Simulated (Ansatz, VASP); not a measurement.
# Two plane-wave programs on Li16TeO7 (a cell with a defect)

```xyz
24
Lattice="0.0000 4.6100 4.6100 4.6100 0.0000 4.6100 4.6100 4.6100 0.0000" Properties=species:S:1:pos:R:3 pbc="T T T"
Li    1.1525    1.1525    1.1525
Li    3.4575    3.4575    1.1525
Li    3.4575    1.1525    3.4575
Li    5.7625    3.4575    3.4575
Li    1.1525    3.4575    3.4575
Li    3.4575    5.7625    3.4575
Li    3.4575    3.4575    5.7625
Li    5.7625    5.7625    5.7625
Li    3.4575    3.4575    3.4575
Li    5.7625    5.7625    3.4575
Li    5.7625    3.4575    5.7625
Li    8.0675    5.7625    5.7625
Li    3.4575    5.7625    5.7625
Li    5.7625    8.0675    5.7625
Li    5.7625    5.7625    8.0675
Li    8.0675    8.0675    8.0675
Te    0.0000    0.0000    0.0000
O     2.3050    2.3050    0.0000
O     2.3050    0.0000    2.3050
O     4.6100    2.3050    2.3050
O     0.0000    2.3050    2.3050
O     2.3050    4.6100    2.3050
O     2.3050    2.3050    4.6100
O     4.6100    4.6100    4.6100
```

Alike in both runs: task electric field gradients; functional PBEsol; k mesh 4 × 4 × 4; occupations fermi-dirac, width 0.01 eV; no spin polarisation.

|  | VASP | Ansatz |
| --- | --- | --- |
| version | VASP 6.6.1 | Ansatz 0.2.0 |
| potentials or method | VASP PAW PBE potentials, release 64 (Li_sv, Te, O) | plane-wave PAW, scalar-relativistic |
| plane-wave cutoff (eV) | 520 | 420 |
| valence electrons in the cell | 96 | 106 |

```tsv
	VASP	Ansatz	Ansatz less VASP
gap on the k mesh at the Fermi level (eV)	3.17	3.21	+0.042
rms of the force components (eV/Å)	1.902	1.895	-0.0069
Vzz of the field gradient on the site that differs most (V/Å²)	4.0	3.1	-0.89
```

Atom by atom the forces differ by 0.007 eV/Å (rms over components). The two sets of potentials don't hold the same shells in valence. Ansatz warned: «gradients_without_spin_orbit».

Caveats: the PAW data sets were made with another functional, which shifts forces and pressure a little (VASP); spin-orbit coupling is left out, which moves the levels of the heavy elements.
